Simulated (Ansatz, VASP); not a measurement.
# Cs17Rb25Cl42: VASP beside Ansatz, part 2 of 3

Aim: how closely do two programs agree when they are given the same cell, functional and k mesh? Of the first pair: The structure shown is frame 18 of Ansatz's trajectory.

VASP 6.6.1 and Ansatz 0.2.0.

So far. Step 3 (VASP: single point, PBE, pair 1): The run ends at a pressure of 0.58 GPa, with forces up to 0.83 eV/Å.

## 4. Comparison

Known differences besides the potentials themselves: fixed occupations in Ansatz, narrow Gaussian smearing in VASP; the cutoff is 420 eV in Ansatz and 400 eV in VASP (PREC = Accurate, projectors in real space). Total energies have different zeros and are not compared.

Forces on 10 of the 84 atoms, those with the largest forces and the largest differences (eV/Å; atoms numbered as in POSCAR):

```
atom          Ansatz x, y, z            VASP x, y, z
 Rb1     0.030, 0.640, 0.325     0.034, 0.649, 0.328
 Rb8    -0.304, 0.645, 0.217    -0.308, 0.651, 0.220
Rb11    0.333, -0.512, 0.486    0.337, -0.521, 0.488
Rb13  -0.760, -0.288, -0.116  -0.768, -0.289, -0.117
Rb15     0.376, 0.126, 0.653     0.378, 0.126, 0.662
Rb21    0.509, 0.497, -0.213    0.518, 0.499, -0.216
Cs26    0.401, -0.013, 0.348    0.416, -0.010, 0.352
Cs29   0.524, -0.319, -0.118   0.538, -0.326, -0.125
Cs33   -0.146, -0.537, 0.373   -0.148, -0.554, 0.380
Cl80   -0.076, 0.727, -0.348   -0.074, 0.730, -0.355
```

The forces differ by 4.6 meV/Å r.m.s., which is 1.8 % of the r.m.s. force of 0.248 eV/Å (both taken over all components).

## 5. Ansatz: dynamics, PBE

One frame of this run of dynamics is then solved in both programs, so the motion causes no difference.

The structure compared here is frame 36 of Ansatz's trajectory.

Contents of input.yaml:

```yaml
crystal:
  lattice:
    - [15.586, 0.0, 0.0]
    - [0.0, 15.586, 0.0]
    - [0.0, 0.0, 15.586]
  atoms:
    - { symbol: Rb, position: [0.29982, 0.6339, 0.51602] }
    - { symbol: Rb, position: [0.63072, 0.64854, 0.87008] }
    - { symbol: Rb, position: [0.48976, 0.066, 0.97912] }
    - { symbol: Rb, position: [0.24872, 0.0765, 0.87184] }
    - { symbol: Rb, position: [0.50156, 0.31503, 0.82898] }
    - { symbol: Rb, position: [0.60912, 0.73492, 0.45985] }
    - { symbol: Rb, position: [0.54999, 0.50403, 0.63614] }
    - { symbol: Rb, position: [0.02641, 0.66771, 0.37561] }
    - { symbol: Rb, position: [0.83436, 0.50422, 0.50595] }
    - { symbol: Rb, position: [0.09228, 0.34617, 0.95492] }
    - { symbol: Rb, position: [0.22454, 0.77705, 0.2513] }
    - { symbol: Rb, position: [0.83126, 0.75093, 0.14366] }
    - { symbol: Rb, position: [0.78663, 0.00246, 0.29476] }
    - { symbol: Rb, position: [0.79438, 0.86955, 0.57617] }
    - { symbol: Rb, position: [0.38385, 0.56202, 0.27038] }
    - { symbol: Rb, position: [0.71969, 0.26687, 0.72738] }
    - { symbol: Rb, position: [0.81881, 0.47218, 0.95842] }
    - { symbol: Rb, position: [0.85369, 0.14092, 0.01325] }
    - { symbol: Rb, position: [0.30544, 0.97588, 0.58024] }
    - { symbol: Rb, position: [0.47352, 0.84805, 0.7529] }
    - { symbol: Rb, position: [0.64672, 0.4379, 0.25167] }
    - { symbol: Rb, position: [0.4538, 0.97758, 0.3215] }
    - { symbol: Rb, position: [0.24947, 0.48165, 0.77426] }
    - { symbol: Rb, position: [0.14289, 0.40792, 0.36984] }
    - { symbol: Rb, position: [0.03893, 0.37776, 0.6347] }
    - { symbol: Cs, position: [0.1502, 0.07227, 0.36687] }
    - { symbol: Cs, position: [0.01264, 0.17048, 0.7895] }
    - { symbol: Cs, position: [0.9314, 0.6354, 0.74726] }
    - { symbol: Cs, position: [0.09561, 0.81414, 0.62855] }
    - { symbol: Cs, position: [0.62422, 0.09234, 0.60494] }
    - { symbol: Cs, position: [0.0353, 0.54841, 0.12628] }
    - { symbol: Cs, position: [0.81655, 0.88476, 0.88603] }
    - { symbol: Cs, position: [0.31044, 0.26054, 0.60223] }
    - { symbol: Cs, position: [0.03209, 0.93786, 0.14214] }
    - { symbol: Cs, position: [0.51329, 0.76503, 0.0506] }
    - { symbol: Cs, position: [0.55723, 0.2504, 0.40216] }
    - { symbol: Cs, position: [0.24456, 0.7409, 0.97316] }
    - { symbol: Cs, position: [0.60984, 0.25308, 0.10064] }
    - { symbol: Cs, position: [0.91058, 0.28389, 0.32742] }
    - { symbol: Cs, position: [0.27062, 0.15901, 0.14849] }
    - { symbol: Cs, position: [0.96145, 0.10883, 0.57278] }
    - { symbol: Cs, position: [0.31859, 0.44156, 0.05344] }
    - { symbol: Cl, position: [0.95419, 0.06326, 0.38811] }
    - { symbol: Cl, position: [0.36166, 0.9076, 0.969] }
    - { symbol: Cl, position: [0.63997, 0.18496, 0.91881] }
    - { symbol: Cl, position: [0.60944, 0.51025, 0.43392] }
    - { symbol: Cl, position: [0.12774, 0.02066, 0.72112] }
    - { symbol: Cl, position: [0.11402, 0.25209, 0.50015] }
    - { symbol: Cl, position: [0.43979, 0.75359, 0.35521] }
    - { symbol: Cl, position: [0.18971, 0.29664, 0.79435] }
    - { symbol: Cl, position: [0.72363, 0.22062, 0.26168] }
    - { symbol: Cl, position: [0.9194, 0.35557, 0.82013] }
    - { symbol: Cl, position: [0.62444, 0.83501, 0.90198] }
    - { symbol: Cl, position: [0.88051, 0.29854, 0.55738] }
    - { symbol: Cl, position: [0.36428, 0.64234, 0.08639] }
    - { symbol: Cl, position: [0.53976, 0.29241, 0.60799] }
    - { symbol: Cl, position: [0.16349, 0.53645, 0.94315] }
    - { symbol: Cl, position: [0.64066, 0.94365, 0.46465] }
    - { symbol: Cl, position: [0.78671, 0.79381, 0.32766] }
    - { symbol: Cl, position: [0.81665, 0.08968, 0.7261] }
    - { symbol: Cl, position: [0.09472, 0.56705, 0.64245] }
    - { symbol: Cl, position: [0.29218, 0.8092, 0.66471] }
    - { symbol: Cl, position: [0.95832, 0.48594, 0.32957] }
    - { symbol: Cl, position: [0.67701, 0.43966, 0.79828] }
    - { symbol: Cl, position: [0.9241, 0.85083, 0.74036] }
    - { symbol: Cl, position: [0.91145, 0.64376, 0.96683] }
    - { symbol: Cl, position: [0.60026, 0.70325, 0.67653] }
    - { symbol: Cl, position: [0.30202, 0.46025, 0.57582] }
    - { symbol: Cl, position: [0.19894, 0.59102, 0.34828] }
    - { symbol: Cl, position: [0.10583, 0.85195, 0.42848] }
    - { symbol: Cl, position: [0.47376, 0.39234, 0.19186] }
    - { symbol: Cl, position: [0.49635, 0.04129, 0.76169] }
    - { symbol: Cl, position: [0.54993, 0.06901, 0.17157] }
    - { symbol: Cl, position: [0.82953, 0.9531, 0.09443] }
    - { symbol: Cl, position: [0.86485, 0.6734, 0.56613] }
    - { symbol: Cl, position: [0.08644, 0.1258, 0.01867] }
    - { symbol: Cl, position: [0.14955, 0.33471, 0.17088] }
    - { symbol: Cl, position: [0.66988, 0.6134, 0.07499] }
    - { symbol: Cl, position: [0.35935, 0.23144, 0.96038] }
    - { symbol: Cl, position: [0.2603, 0.96777, 0.23322] }
    - { symbol: Cl, position: [0.36406, 0.14657, 0.44185] }
    - { symbol: Cl, position: [0.87673, 0.33628, 0.09539] }
    - { symbol: Cl, position: [0.45042, 0.52308, 0.8362] }
    - { symbol: Cl, position: [0.06246, 0.73712, 0.15726] }
kpoints:
  mp_grid: { grid: [1, 1, 1] }
hamiltonian:
  xc: pbe
scf:
  occupations: { method: fixed }
output:
  forces: true
md:
  timestep: 2.0
  n_steps: 54
  ensemble: nve
  temperature: 300
  initial_velocities: maxwell_boltzmann
  seed: 1709
```

Started as:

```console
> ansatz run input.yaml --threads 4 --pin off --max-ram 8192MiB --backend cpu --events-out ev --progress --plain --runs-dir out
```

Numbers of over 12 decimals in the logs are rounded to 6 here.

Output:

```text
[...]
Crystal: 84 atoms, lattice volume = 3786.204 Å³
Basis set: ecut = 420 eV, 74125 PW (Γ), exchange–correlation on 216×216×216 points (8 copies of the dense FFT grid, shifted against one another)
Bands: 420, of which v1, the nominal top of the filled ones, is band 336 counted from 1 (335 counted from 0)
Symmetry: 1 space group operations
k-points: 1
[...]
atom   8  Rb     0.55372653     0.26790901    -0.87632257
[...]
atom  81  Cl    -0.10169540     0.20868044     0.35692747
  atom  82  Cl     0.02164875     0.39647130     0.20789783
  atom  83  Cl    -0.12547819     0.00671777    -0.00423730
  atom  84  Cl    -0.03940490    -0.18010584    -0.07370003
  max |Σ_I F_I| component: 1.61e-5 eV/Å
--- MD trajectory: 54 steps, t = 0.0 → 108.0 fs ---
[...]
conserved energy: peak-to-peak 7.463e-4 eV (8.884e-6 eV/atom) over 108.0 fs
[key lines of the parts left out:]
SCF converged after 6 iterations
Free energy (F): -223578.558459 eV
Fermi energy:    0.929062 eV
```

## 6. VASP: single point, PBE, pair 2

The same cell, functional and mesh now go to VASP, with its own data sets.

Contents of INCAR:

```
SYSTEM = Cs17Rb25Cl42
PREC = Accurate
ENCUT = 400
EDIFF = 1E-06
NELM = 120
ISMEAR = 0
SIGMA = 0.01
LREAL = Auto
ALGO = Normal
GGA = PE
NBANDS = 400
LORBIT = 11
LWAVE = .FALSE.
LCHARG = .FALSE.
ISIF = 2
LASPH = .TRUE.
GGA_COMPAT = .FALSE.
EFERMI = MIDGAP
NCORE = 2
```

Contents of POSCAR:

```
Cs17Rb25Cl42
1.0
   15.5860000000      0.0000000000      0.0000000000
    0.0000000000     15.5860000000      0.0000000000
    0.0000000000      0.0000000000     15.5860000000
Rb Cs Cl
25 17 42
Direct
    0.2959129988      0.6337225715      0.5259014500
    0.6312074939      0.6447324522      0.8543051456
    0.4989862697      0.0493904786      0.9660143719
    0.2535031438      0.0741691261      0.8624214038
    0.5075644809      0.3167586295      0.8361863211
    0.6075708970      0.7378480688      0.4660592840
    0.5358911844      0.4954895419      0.6565571667
    0.0043372257      0.6731425638      0.3868856666
    0.8305273964      0.4945528038      0.5109072244
    0.0859104324      0.3398049532      0.9618952906
    0.2380982933      0.7760618504      0.2610804568
    0.8212498396      0.7452521494      0.1369754908
    0.7856345438      0.0003079687      0.2952713974
    0.7959194149      0.8671820865      0.5646092647
    0.3889580393      0.5601244707      0.2679006801
    0.7460605672      0.2753881689      0.7318105993
    0.8117284743      0.4687860901      0.9605607597
    0.8562299500      0.1501347363      0.0092903888
    0.3036442962      0.9821634800      0.5779353266
    0.4804760683      0.8394264083      0.7686321057
    0.6584434749      0.4334915950      0.2546002823
    0.4437508020      0.9702746054      0.3051777236
    0.2429423842      0.4869434108      0.7756255614
    0.1486141409      0.4065635827      0.3772423970
    0.0423970230      0.3858526883      0.6378095727
    0.1505774413      0.0800975234      0.3552611318
    0.0034389837      0.1665340690      0.8081419222
    0.9322340562      0.6267804440      0.7496920313
    0.0909341717      0.8123444117      0.6238098293
    0.6092454767      0.0972346978      0.6001090722
    0.0441036828      0.5425702554      0.1287437444
    0.8255357372      0.8835557552      0.8851276787
    0.3184075452      0.2556717567      0.5953868857
    0.0310214295      0.9466957526      0.1347940459
    0.5211151033      0.7709996150      0.0653406904
    0.5560823816      0.2576158091      0.4100218144
    0.2421018863      0.7382330296      0.9687604260
    0.6096817657      0.2545553702      0.1054279482
    0.9158796356      0.2817849352      0.3197934043
    0.2691710509      0.1601565508      0.1506480175
    0.9660592840      0.1112665212      0.5773899654
    0.3171500064      0.4394456564      0.0504042089
    0.9509367381      0.0805145644      0.3305017323
    0.3631271654      0.9096304376      0.9621070191
    0.6491402541      0.1921532144      0.9035544720
    0.5961632234      0.5117926344      0.4255742333
    0.1272937251      0.0067175670      0.7053445400
    0.0996022071      0.2444437316      0.4933722572
    0.4290581291      0.7736430130      0.3567175670
    0.1879763891      0.2874951880      0.7712755037
    0.7233029642      0.2150198896      0.2913127165
    0.9265687155      0.3610291287      0.8283395355
    0.6269472604      0.8528166303      0.9045040421
    0.8632041576      0.3119594508      0.5575837290
    0.3660913640      0.6297574747      0.1016938278
    0.5251186963      0.2917040934      0.6319068395
    0.1583472347      0.5493263185      0.9510201463
    0.6330553060      0.9505774413      0.4654818427
    0.7841845246      0.7899140254      0.3369498268
    0.8092133966      0.0825035288      0.7197035801
    0.1095406134      0.5776722700      0.6462145515
    0.3101501347      0.8005774413      0.6777235981
    0.9605928397      0.4889516233      0.3253240087
    0.6710894392      0.4491595021      0.8122994996
    0.9274541255      0.8403246503      0.7114910817
    0.9124598999      0.6625048120      0.9608943924
    0.6025150776      0.7048761709      0.6634607982
    0.3060759656      0.4438919543      0.5670281021
    0.2083408187      0.6027396381      0.3522520210
    0.1261580906      0.8660400359      0.4232323880
    0.4657705633      0.3919414859      0.1954382138
    0.4819453356      0.0603939433      0.7616129860
    0.5452970615      0.0519889645      0.1659566277
    0.8224047222      0.9655075067      0.0914795329
    0.8678942641      0.6960477351      0.5464391120
    0.0851533427      0.1277749262      0.9965417683
    0.1377774926      0.3308738612      0.1876299243
    0.6802386757      0.6021557808      0.0872706275
    0.3458295907      0.2217502887      0.9546451944
    0.2678942641      0.9610676248      0.2234184525
    0.3708071346      0.1299948672      0.4257795457
    0.8743423585      0.3263377390      0.0852046709
    0.4495957911      0.5172526626      0.8461439754
    0.0531310150      0.7516296677      0.1764468112
```

Contents of KPOINTS:

```
Automatic mesh
0
Gamma
1 1 1
0 0 0
```

Potentials, in the order of the species: Rb_sv, Cs_sv and Cl (PBE family, release 64).

Started as:

```console
> mpirun -np 8 vasp_gam
```

Output:

```text
[... set-up lines as in an earlier step ...]
 entering main loop
       N       E                     dE             d eps       ncg     rms          rms(c)
DAV:   1     0.637963781138E+04    0.63796E+04   -0.27408E+05   824   0.121E+03
DAV:   2     0.536937615973E+03   -0.58427E+04   -0.56949E+04  1072   0.281E+02
DAV:   3    -0.266478349857E+03   -0.80342E+03   -0.80100E+03   960   0.109E+02
DAV:   4    -0.289170096393E+03   -0.22692E+02   -0.22626E+02   920   0.225E+01
[...]
DAV:  18    -0.266327534149E+03    0.14201E-05   -0.39052E-05  1008   0.929E-03    0.110E-02
DAV:  19    -0.266327532405E+03    0.17443E-05   -0.78869E-06   832   0.487E-03    0.893E-03
DAV:  20    -0.266327532571E+03   -0.16602E-06   -0.41480E-06   736   0.269E-03
   1 F= -.26632753E+03 E0= -.26632753E+03  d E =0.000000E+00
```

OUTCAR, selected parts (step 6):

```text
  FREE ENERGIE OF THE ION-ELECTRON SYSTEM (eV)
  ---------------------------------------------------
  free  energy   TOTEN  =      -266.3275325710 eV

  energy  without entropy=     -266.3275325710  energy(sigma->0) =     -266.32753257
```

The run ends at a pressure of 0.39 GPa, with forces up to 1.1 eV/Å.

## 7. Side by side

Forces on 7 of the 84 atoms, those with the largest forces and the largest differences (eV/Å; atoms numbered as in POSCAR):

```
atom          Ansatz x, y, z            VASP x, y, z
Rb13  -0.833, -0.325, -0.079  -0.842, -0.328, -0.079
Rb15     0.397, 0.015, 1.012     0.400, 0.014, 1.025
Cs29   0.860, -0.298, -0.344   0.880, -0.307, -0.353
Cs33   -0.159, -0.686, 0.182   -0.161, -0.706, 0.184
Cl55   -0.187, 0.617, -0.508   -0.188, 0.625, -0.514
Cl65    -0.714, 0.198, 0.635    -0.729, 0.204, 0.643
Cl75   0.266, -0.943, -0.049   0.268, -0.949, -0.051
```

The forces differ by 4.5 meV/Å r.m.s., which is 1.8 % of the r.m.s. force of 0.251 eV/Å (both taken over all components).

## 8. Ansatz: dynamics, PBE

One frame of this run of dynamics is then solved in both programs, so the motion causes no difference.

The structure compared here is frame 54 of Ansatz's trajectory.

input.yaml is that of step 5.

Started as:

```console
> ansatz run input.yaml --threads 4 --pin off --max-ram 8192MiB --backend cpu --events-out ev --progress --plain --runs-dir out
```

Output:

```text
[...]
Crystal: 84 atoms, lattice volume = 3786.204 Å³
Basis set: ecut = 420 eV, 74125 PW (Γ), exchange–correlation on 216×216×216 points (8 copies of the dense FFT grid, shifted against one another)
Bands: 420, of which v1, the nominal top of the filled ones, is band 336 counted from 1 (335 counted from 0)
Symmetry: 1 space group operations
k-points: 1
[...]
atom   8  Rb     0.55372653     0.26790901    -0.87632257
[...]
atom  81  Cl    -0.10169540     0.20868044     0.35692747
  atom  82  Cl     0.02164875     0.39647130     0.20789783
  atom  83  Cl    -0.12547819     0.00671777    -0.00423730
  atom  84  Cl    -0.03940490    -0.18010584    -0.07370003
  max |Σ_I F_I| component: 1.61e-5 eV/Å
--- MD trajectory: 54 steps, t = 0.0 → 108.0 fs ---
[...]
conserved energy: peak-to-peak 7.463e-4 eV (8.884e-6 eV/atom) over 108.0 fs
[key lines of the parts left out:]
SCF converged after 6 iterations
Free energy (F): -223578.558459 eV
Fermi energy:    0.929062 eV
```

(Continued in part 3 of 3.)

[Lines on the potential files, build, host, timing and source positions are cut from VASP's logs without a mark.]

[Logs are printed without paths, hosts, clocks, repeated set-up lines and the standing remarks that a program may print on its own settings, such as how far it seeks lower states.]

[Hosts, paths, dates, database ids (printed as entryN), source tags and the programs' standing remarks are cut or masked in the printed files.]
